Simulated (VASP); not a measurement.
Elastic constants (GPa) of a crystal from PBEsol GGA, VASP's PBE PAW potentials (set 64) in VASP 6.6.1:

```json
[
 {"": "xx", "xx": "142.8", "yy": "69.9", "zz": "75.5", "yz": "0.0", "xz": "0.0", "xy": "0.0"},
 {"": "yy", "xx": "69.9", "yy": "142.8", "zz": "75.5", "yz": "0.0", "xz": "0.0", "xy": "0.0"},
 {"": "zz", "xx": "75.5", "yy": "75.5", "zz": "164.8", "yz": "0.0", "xz": "0.0", "xy": "0.0"},
 {"": "yz", "xx": "0.0", "yy": "0.0", "zz": "0.0", "yz": "22.1", "xz": "0.0", "xy": "0.0"},
 {"": "xz", "xx": "0.0", "yy": "0.0", "zz": "0.0", "yz": "0.0", "xz": "22.1", "xy": "0.0"},
 {"": "xy", "xx": "0.0", "yy": "0.0", "zz": "0.0", "yz": "0.0", "xz": "0.0", "xy": "36.4"}
]
```

Finite-difference elastic constants of metals are sensitive to mesh and smearing; shear constants can be off by tens of GPa.

Question: Work out the Voigt, Reuss and Hill moduli, Young's modulus and Poisson's ratio.

Answer: All eigenvalues are positive (smallest 22.1 GPa), so the crystal is stable. K_V = (C11+C22+C33+2(C12+C13+C23))/9 = (450.4 + 2×220.9)/9 = 99.1 GPa; G_V = (450.4 − 220.9 + 3×80.6)/15 = 31.4 GPa. From the compliances, K_R = 98.4 GPa and G_R = 29.3 GPa. Hill: K = 98.8 GPa, G = 30.4 GPa, E = 9KG/(3K+G) = 82.6 GPa, ν = (3K−2G)/(2(3K+G)) = 0.361. K/G = 3.25, above Pugh's 1.75; universal anisotropy A^U = 0.37.

Question: With a density of 6.75 g/cm³, what are the mean sound speeds?

Answer: v_l = √((K+4G/3)/ρ) = 4.54 km/s and v_t = √(G/ρ) = 2.12 km/s. The crystal is Zr (hcp), hexagonal.

The compound is Zr in the hcp structure. It was relaxed first.
